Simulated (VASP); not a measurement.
An input for Quantum ESPRESSO's pw.x (written as the equivalent of a VASP run, and not itself run):

```
&CONTROL
  calculation = 'scf'
  pseudo_dir = './pseudo'
  outdir = './out'
  tprnfor = .true.
  tstress = .true.
/
&SYSTEM
  ibrav = 0
  nat = 2
  ntyp = 1
  ecutwfc = 84
  occupations = 'tetrahedra'
  input_dft = 'vdw-df-cx'
/
&ELECTRONS
  conv_thr = 7.3e-09
  electron_maxstep = 100
/
ATOMIC_SPECIES
  Mg 24.305 Mg.upf
CELL_PARAMETERS angstrom
     1.6040756   -2.7783410    0.0000000
     1.6040756    2.7783410    0.0000000
     0.0000000    0.0000000    5.1132042
ATOMIC_POSITIONS crystal
  Mg   0.3333330  0.6666670  0.2500000
  Mg   0.6666670  0.3333330  0.7500000
K_POINTS automatic
  15 15 8 0 0 0
```

Q: Translate this input to VASP (INCAR, KPOINTS, POSCAR, choice of POTCAR).

A: This is not unique; one that fits is 
File KPOINTS:
```
Automatic mesh
0
Gamma
15 15 8
0 0 0
```

File POSCAR:
```
Mg
5.1132040
  0.3137124276  -0.5433659522   0.0000000000
  0.3137124276   0.5433659522   0.0000000000
  0.0000000000   0.0000000000   1.0000000304
Mg
2
direct
  0.3333330000   0.6666670000   0.2500000000
  0.6666670000   0.3333330000   0.7500000000
```

**INCAR**
```
SYSTEM = Mg
PREC = Accurate
ENCUT = 520
EDIFF = 1E-7
NELM = 100
ALGO = Normal
LREAL = .FALSE.
LASPH = .TRUE.
ISMEAR = -5
GGA = CX
LUSE_VDW = .TRUE.
AGGAC = 0.0
LWAVE = .FALSE.
LCHARG = .TRUE.
LORBIT = 11
NEDOS = 601
ISIF = 2
```

POTCAR, in this order: Mg (PBE.64 set). Program: vasp_std.

Limits of the translation: the potentials are each code's own (VASP's PAW set, PseudoDojo norm-conserving files in pw.x), so ENCUT and ecutwfc are chosen apart and not converted; conv_thr bounds pw.x's estimated SCF error, while EDIFF bounds the energy change between steps.

The compound is Mg in the hcp structure. It was relaxed first.
